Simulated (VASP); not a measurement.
# Na2YAl2 (P1) in VASP: single point with r2SCAN

Aim: the single point of Na2YAl2 with r2SCAN.

Program: VASP 6.6.1. These are calculated values, not measurements. Logs are shortened: lines on timing, memory, paths and dates and some standing lists are left out, and cuts for length are marked.

## (1) The crystal as given

The typed cell holds 5 atoms: a = 4.547 Å, b = 4.445 Å, c = 6.927 Å, α = 91.88°, β = 88.54°, γ = 119.26°.

The cell was built by a generator and needn't be a form met in nature.

## (2) Single point, r2SCAN

The input, POSCAR:

```
Na2YAl2
1.0
    4.5464275900      0.0589484300      0.0575039500
   -2.2221621400      3.8494788200     -0.0727402400
    0.0902105400     -0.0796825000      6.9259988700
Na Al Y
2 2 1
Direct
    0.3321910000      0.6790640000      0.2570270000
    0.6490610000      0.3346520000      0.7314700000
    0.3452300000      0.6612410000      0.6472970000
    0.6636500000      0.3256450000      0.3528390000
    0.9953220000      0.0008130000      0.0060590000
```

The input, INCAR.step1:

```
SYSTEM = Na2YAl2
  PREC = Accurate
  ENCUT = 520
  ISMEAR = -1
  SIGMA = 0.0191
  LREAL = .False.
  LASPH = .True.
  NELM = 100
  NBANDS = 24
  GGA = PE
  ALGO = Normal
  EDIFF = 1E-4
  LWAVE = .True.
  LCHARG = .False.
```

The input, INCAR.step2:

```
SYSTEM = Na2YAl2
  PREC = Accurate
  ENCUT = 520
  EDIFF = 1E-7
  ISMEAR = -1
  SIGMA = 0.0191
  LREAL = .False.
  LASPH = .True.
  NELM = 100
  ALGO = Normal
  ISIF = 2
  LWAVE = .False.
  LCHARG = .False.
  METAGGA = R2SCAN
  LMIXTAU = .True.
  NBANDS = 24
  ISTART = 1
```

The input, KPOINTS:

```
Automatic mesh
0
Gamma
  5 5 3
  0.5 0.5 0
```

Potentials or basis: VASP PAW PBE potentials, release 64 (Na_pv, Al, Y_sv).

On the command line:

```
> cat potpaw_PBE.64/Na_pv/POTCAR potpaw_PBE.64/Al/POTCAR potpaw_PBE.64/Y_sv/POTCAR > POTCAR
> cp INCAR.step1 INCAR
> mpirun -np 1 vasp_std > vasp.out
> cp INCAR.step2 INCAR
> mpirun -np 1 vasp_std > vasp.out
```

OUTCAR:

```text
SYSTEM = Na2YAl2
   PREC = Accurate
   ENCUT = 520
   EDIFF = 1E-7
   ISMEAR = -1
   LREAL = .False.
   LASPH = .True.
   NELM = 100
   ISIF = 2
   METAGGA = R2SCAN
   ISTART = 1

 ion  position               nearest neighbor table
   1  0.332  0.679  0.257-   4 2.58   3 2.71   4 2.73   4 2.76   5 3.12   5 3.14   5 3.14
   2  0.649  0.335  0.731-   3 2.53   4 2.62   3 2.66   3 2.82   5 3.18   5 3.20   5 3.30
   3  0.345  0.661  0.647-   2 2.53   2 2.66   1 2.71   2 2.82   4 3.20   4 3.32   5 3.59   5 3.60
                             5 3.61
   4  0.664  0.326  0.353-   1 2.58   2 2.62   1 2.73   1 2.76   3 3.20   3 3.32   5 3.44   5 3.59
                             5 3.60
   5  0.995  0.001  0.006-   1 3.12   1 3.14   1 3.14   2 3.18   2 3.20   2 3.30   4 3.44   3 3.59
                             4 3.59   4 3.60   3 3.60   3 3.61

  LATTYP: Found a triclinic cell.
 ALAT       =     4.4454226913
 B/A-ratio  =     1.0229249760
 C/A-ratio  =     1.5582420686
 COS(alpha) =     0.0065806118
 COS(beta)  =     0.0328313676
 COS(gamma) =     0.4888305158

  Lattice vectors:

 A1 = (  -2.2221621400,   3.8494788200,  -0.0727402400)
 A2 = (   2.3242654500,   3.9084272500,  -0.0152362900)
 A3 = (  -0.0902105400,   0.0796825000,  -6.9259988700)

Analysis of symmetry for initial positions (statically):
=====================================================================
 Subroutine PRICEL returns:
 Original cell was already a primitive cell.

 Routine SETGRP: Setting up the symmetry group for a
 triclinic supercell.

 Subroutine GETGRP returns: Found  1 space group operations
 (whereof  1 operations were pure point group operations)
 out of a pool of  2 trial point group operations.

The static configuration has the point symmetry C_1 .

Analysis of symmetry for dynamics (positions and initial velocities):
=====================================================================
 Subroutine PRICEL returns:
 Original cell was already a primitive cell.

 Routine SETGRP: Setting up the symmetry group for a
 triclinic supercell.

 Subroutine GETGRP returns: Found  1 space group operations
 (whereof  1 operations were pure point group operations)
 out of a pool of  2 trial point group operations.

The dynamic configuration has the point symmetry C_1 .

 Subroutine INISYM returns: Found  1 space group operations
 (whereof  1 operations are pure point group operations),
 and found     1 'primitive' translations

----------------------------------------------------------------------------------------

                                     Primitive cell

  volume of cell :     122.0852

  direct lattice vectors                    reciprocal lattice vectors
     4.546427590  0.058948430  0.057503950     0.218336699  0.126011381 -0.001394076
    -2.222162140  3.849478820 -0.072740240    -0.003381726  0.257880175  0.003010917
     0.090210540 -0.079682500  6.925998870    -0.001848284  0.001662159  0.144426703

  length of vectors
     4.547173348  4.445422691  6.927044650     0.252094676  0.257919922  0.144448092

  position of ions in fractional coordinates (direct lattice)
     0.332191000  0.679064000  0.257027000
     0.649061000  0.334652000  0.731470000
     0.345230000  0.661241000  0.647297000
     0.663650000  0.325645000  0.352839000
     0.995322000  0.000813000  0.006059000

  ion indices of the primitive-cell ions
   primitive index   ion index
                 1           1
                 2           2
                 3           3
                 4           4
                 5           5

----------------------------------------------------------------------------------------

 KPOINTS: Automatic mesh

Automatic generation of k-mesh.
 Grid dimensions read from file:
 generate k-points for:    5    5    3

 Generating k-lattice:

  Cartesian coordinates                     Fractional coordinates (reciprocal lattice)
     0.043667340  0.025202276 -0.000278815     0.200000000  0.000000000  0.000000000
    -0.000676345  0.051576035  0.000602183    -0.000000000  0.200000000  0.000000000
    -0.000616095  0.000554053  0.048142234    -0.000000000  0.000000000  0.333333333

  Length of vectors
     0.050418935  0.051583984  0.048149364

  Shift w.r.t. Gamma in fractional coordinates (k-lattice)
     0.500000000  0.500000000  0.000000000

 Subroutine IBZKPT returns following result:
 ===========================================

 Found     38 irreducible k-points:

 Following reciprocal coordinates:
            Coordinates               Weight
  0.100000  0.100000  0.000000      2.000000
  0.300000  0.100000  0.000000      2.000000
  0.500000  0.100000  0.000000      2.000000
 -0.300000  0.100000 -0.000000      2.000000
 -0.100000  0.100000  0.000000      2.000000
  0.100000  0.300000  0.000000      2.000000
[... 16 lines left out ...]
 -0.100000  0.300000  0.333333      2.000000
  0.100000  0.500000  0.333333      2.000000
 [... further k-points ...]
   k-points           NKPTS =     38   k-points in BZ     NKDIM =     38   number of bands    NBANDS=     24
   number of dos      NEDOS =    301   number of ions     NIONS =      5
   total plane-waves  NPLWV =  69984
   dimension x,y,z NGX =    36 NGY =   36 NGZ =   54
   dimension x,y,z NGXF=    72 NGYF=   72 NGZF=  108
   ions per type =               2   2   1
   NGX,Y,Z   is equivalent  to a cutoff of  13.16, 13.46, 12.96 a.u.
   NGXF,Y,Z  is equivalent  to a cutoff of  26.32, 26.93, 25.92 a.u.
 SYSTEM =  Na2YAl2
   PREC   = accura    normal or accurate (medium, high low for compatibility)
   ISTART =      1    job   : 0-new  1-cont  2-samecut
   ICHARG =      0    charge: 1-file 2-atom 10-const
   ISPIN  =      1    spin polarized calculation?
   LNONCOLLINEAR =      F non collinear calculations
   LSORBIT =      F    spin-orbit coupling
   LASPH  =      T    aspherical Exc in radial PAW
   ENCUT  =  520.0 eV  38.22 Ry    6.18 a.u.   8.45  8.27 12.88*2*pi/ulx,y,z
   NELM   =    100;   NELMIN=  2; NELMDL=  0     # of ELM steps
   EDIFF  = 0.1E-06   stopping-criterion for ELM
   LREAL  =      F    real-space projection
   EDIFFG = 0.1E-05   stopping-criterion for IOM
   NSW    =      0    number of steps for IOM
   IBRION =     -1    ionic relax: 0-MD 1-quasi-New 2-CG
   NFREE  =      0    steps in history (QN), initial steepest desc. (CG)
   ISIF   =      2    stress and relaxation
   ISYM   =      2    0-nonsym 1-usesym 2-fastsym
   POTIM  = 0.5000    time-step for ionic-motion
   TEBEG  =    0.0;   TEEND  =   0.0 temperature during run
   PSTRESS=    0.0 pullay stress
   NELECT =      31.0000    total number of electrons
   NUPDOWN=      -1.0000    fix difference up-down
   EMIN   =  10.00;   EMAX   =-10.00  energy-range for DOS
   EFERMI =   0.00;   METHOD = LEGACY
   ISMEAR =    -1;   SIGMA  =   0.02  broadening in eV -4-tet -1-fermi 0-gaus
   EFERMI_NEDOS =   21; number of points for ismear=-14 and -15
   IALGO  =     38    algorithm
   IMIX   =      4    mixing-type and parameters
     AMIX     =   0.40;   BMIX     =  1.00
     AMIX_MAG =   1.60;   BMIX_MAG =  1.00
  volume/ion in A,a.u.               =      24.42       164.77
  Fermi-wavevector in a.u.,A,eV,Ry     =   1.036671  1.959024 14.622004  1.074687
  Thomas-Fermi vector in A             =   2.171073
   LORBIT       =      0    0 simple, 1 ext, 2 COOP (PROOUT), +10 PAW based schemes
   METAGGA = R2SCAN    functional components
   LHFCALC =     F    Hartree Fock is set to
   AEXX    =    0.0000 exact exchange contribution
   IVDW    =     0    specifies the selected vdW correction
   LEPSILON=     F    determine dielectric tensor
   LRPA    =     F    only Hartree local field effects (RPA)
 non-spin polarized calculation
  energy-cutoff  :      520.00
  volume of cell :      122.09
 maximum number of plane-waves:      3313
 NGX is ok and might be reduce to    36
   NGX = 17   NGY = 17   NGZ = 25

 number of electron      31.0000007 magnetization

 Free energy of the ion-electron system (eV)
  ---------------------------------------------------
  ext. energy  EPLUGINS =         0.00000000
  ---------------------------------------------------
  free energy    TOTEN  =       -36.74114732 eV

  energy without entropy =      -36.73363622  energy(sigma->0) =      -36.73739177

 E-fermi :   3.2407     XC(G=0):  -9.3156

 val. band max:        3.2376149848   @ k =   0.1000   0.3000   0.0000
 cond. band min:       3.2460428922   @ k =   0.3000  -0.3000   0.3333
 fundamental gap:      0.0084279074
 Fermi energy:         3.2406685881

 k-point     1 :       0.1000    0.1000    0.0000
  band No.  band energies     occupation
      1     -42.0222      2.00000
      2     -21.9222      2.00000
      3     -21.9043      2.00000
      4     -21.8935      2.00000
      5     -21.8884      2.00000
      6     -21.8837      2.00000
[... 16 lines left out ...]
     23       8.3059      0.00000
     24       8.6438      0.00000

 k-point     2 :       0.3000    0.1000    0.0000
  band No.  band energies     occupation
      1     -42.0213      2.00000
      2     -21.9278      2.00000
      3     -21.9082      2.00000
      4     -21.9029      2.00000
      5     -21.8930      2.00000
      6     -21.8824      2.00000
[... 16 lines left out ...]
     23       7.6785      0.00000
     24       8.0410      0.00000

 k-point     3 :       0.5000    0.1000    0.0000
  band No.  band energies     occupation
      1     -42.0210      2.00000
      2     -21.9269      2.00000
      3     -21.9116      2.00000
      4     -21.9034      2.00000
      5     -21.8955      2.00000
      6     -21.8826      2.00000
[... 16 lines left out ...]
     23       7.4222      0.00000
     24       7.9367      0.00000

 k-point     4 :      -0.3000    0.1000   -0.0000
  band No.  band energies     occupation
      1     -42.0217      2.00000
      2     -21.9205      2.00000
      3     -21.9089      2.00000
      4     -21.8979      2.00000
      5     -21.8933      2.00000
      6     -21.8828      2.00000
[... 16 lines left out ...]
     23       8.0516      0.00000
     24       8.8777      0.00000

 k-point     5 :      -0.1000    0.1000    0.0000
  band No.  band energies     occupation
      1     -42.0225      2.00000
      2     -21.9167      2.00000
      3     -21.9058      2.00000
      4     -21.8915      2.00000
      5     -21.8862      2.00000
      6     -21.8825      2.00000
[... 16 lines left out ...]
     23       7.6734      0.00000
     24       8.8031      0.00000

 k-point     6 :       0.1000    0.3000    0.0000
  band No.  band energies     occupation
      1     -42.0211      2.00000
      2     -21.9329      2.00000
      3     -21.9110      2.00000
      4     -21.8989      2.00000
      5     -21.8915      2.00000
      6     -21.8841      2.00000
[... 16 lines left out ...]
     23       7.6321      0.00000
     24       7.9595      0.00000
[... 379 lines left out ...]
 k-point    21 :       0.5000    0.3000    0.3333
  band No.  band energies     occupation
      1     -42.0208      2.00000
      2     -21.9281      2.00000
      3     -21.9192      2.00000
      4     -21.8987      2.00000
      5     -21.8925      2.00000
      6     -21.8835      2.00000
[... 16 lines left out ...]
     23       7.3324      0.00000
     24       8.1893      0.00000

 k-point    22 :      -0.3000    0.3000    0.3333
  band No.  band energies     occupation
      1     -42.0214      2.00000
      2     -21.9239      2.00000
      3     -21.9155      2.00000
      4     -21.8971      2.00000
      5     -21.8898      2.00000
      6     -21.8820      2.00000
[... 16 lines left out ...]
     23       7.1078      0.00000
     24       7.4201      0.00000

 k-point    23 :      -0.1000    0.3000    0.3333
  band No.  band energies     occupation
      1     -42.0215      2.00000
      2     -21.9260      2.00000
      3     -21.9102      2.00000
      4     -21.8940      2.00000
      5     -21.8883      2.00000
      6     -21.8860      2.00000
[... 16 lines left out ...]
     23       8.0630      0.00000
     24       8.1796      0.00000

 k-point    24 :       0.1000    0.5000    0.3333
  band No.  band energies     occupation
      1     -42.0207      2.00000
      2     -21.9392      2.00000
      3     -21.9115      2.00000
      4     -21.8972      2.00000
      5     -21.8962      2.00000
      6     -21.8827      2.00000
[... 16 lines left out ...]
     23       6.6099      0.00000
     24       7.8438      0.00000

 [... further k-points ...]

------------------------ aborting loop because EDIFF is reached ----------------------------------------

  FORCE on cell =-STRESS in cart. coord.  units (eV):
  Direction    XX          YY          ZZ          XY          YZ          ZX
  --------------------------------------------------------------------------------------
  -------------------------------------------------------------------------------------
  Total        4.6311762      6.0523766      1.9721614     -0.4868512      0.0081063      1.2743761
  in kB       60.7769213     79.4279480     25.8815236     -6.3891586      0.1063829     16.7241867
  external PRESSURE =      55.3621310 kB  Pullay stress =       0.0000000 kB

 VOLUME and BASIS-vectors are now :
 -----------------------------------------------------------------------------
  energy-cutoff  :      520.00
  volume of cell :      122.09
      direct lattice vectors                 reciprocal lattice vectors
     4.546427590  0.058948430  0.057503950     0.218336699  0.126011381 -0.001394076
    -2.222162140  3.849478820 -0.072740240    -0.003381726  0.257880175  0.003010917
     0.090210540 -0.079682500  6.925998870    -0.001848284  0.001662159  0.144426703

 POSITION                                       TOTAL-FORCE (eV/Angst)
 -----------------------------------------------------------------------------------
      0.02448      2.61314      1.74988         0.023664     -0.444742     -0.427101
      2.27324      1.26821      5.07914         0.764358     -0.113554      0.925496
      0.15857      2.51421      4.45493        -0.638723      0.002472     -0.048016
      2.32543      1.26457      2.45824        -0.045737      0.498041     -0.280129
      4.52390      0.06132      0.09914        -0.103562      0.057783     -0.170250
 -----------------------------------------------------------------------------------
    total drift:                               -0.014554      0.008028     -0.007409

  FREE ENERGIE OF THE ION-ELECTRON SYSTEM (eV)
  ---------------------------------------------------
  free  energy   TOTEN  =       -36.7411473181 eV

  energy  without entropy=      -36.7336362163  energy(sigma->0) =      -36.73739177
```

Run time: 4.5 min. Hardware: 1 thread of Intel Xeon Platinum 8488C (Sapphire Rapids), shared host; peak memory 0.34 GiB.

Results:

| Item | Value |
| --- | --- |
| Free energy | -36.7411 eV |
| Pressure | 5.5 GPa |
| Largest force | 1.206 eV/Å |
| Band gap on the k mesh | none (metal or under the smearing width) |

Forces in eV/Å, atoms in the order of the input:
```
Na   0.024 -0.445 -0.427
Na   0.764 -0.114  0.925
Al  -0.639  0.002 -0.048
Al  -0.046  0.498 -0.280
Y   -0.104  0.058 -0.170
```

Caveat: the PAW data sets were made with another functional, which shifts forces and pressure a little.
